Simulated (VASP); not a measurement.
Shape and ions are relaxed at each volume.

Here is the system:

```cif
data_O4Ti2
_chemical_formula_sum 'Ti2 O4'
_space_group_name_H-M_alt 'P 1'
_space_group_IT_number 1
_cell_length_a 4.63328
_cell_length_b 4.63328
_cell_length_c 2.97659
_cell_angle_alpha 90.000
_cell_angle_beta 90.000
_cell_angle_gamma 90.000
loop_
_space_group_symop_operation_xyz
  'x, y, z'
loop_
_atom_site_label
_atom_site_type_symbol
_atom_site_fract_x
_atom_site_fract_y
_atom_site_fract_z
_atom_site_occupancy
Ti1 Ti 0.00000 0.00000 0.00000 1
Ti2 Ti 0.50000 0.50000 0.50000 1
O1 O 0.30410 0.30410 0.00000 1
O2 O 0.80410 0.19590 0.50000 1
O3 O 0.19590 0.80410 0.50000 1
O4 O 0.69590 0.69590 0.00000 1
```

All values below come from revTPSS meta-GGA, VASP's PBE PAW potentials (set 64) (plane waves; VASP). Run with 520 eV cut-off, 5×5×7 Γ-centred mesh, Gaussian smearing of 0.050 eV, potentials Ti_sv O.

Problem. Give the energy at these volumes per atom, relative to the lowest: 9.97, 10.29, 10.61, 10.93, 11.25 Å³.

Solution. 32.7, 8.5, 0.0, 4.6, 20.1 meV/atom. A third-order Birch-Murnaghan fit gives B0 = 215 GPa and B0′ = 5.0.

The compound is TiO2 in the rutile structure. It was relaxed first.
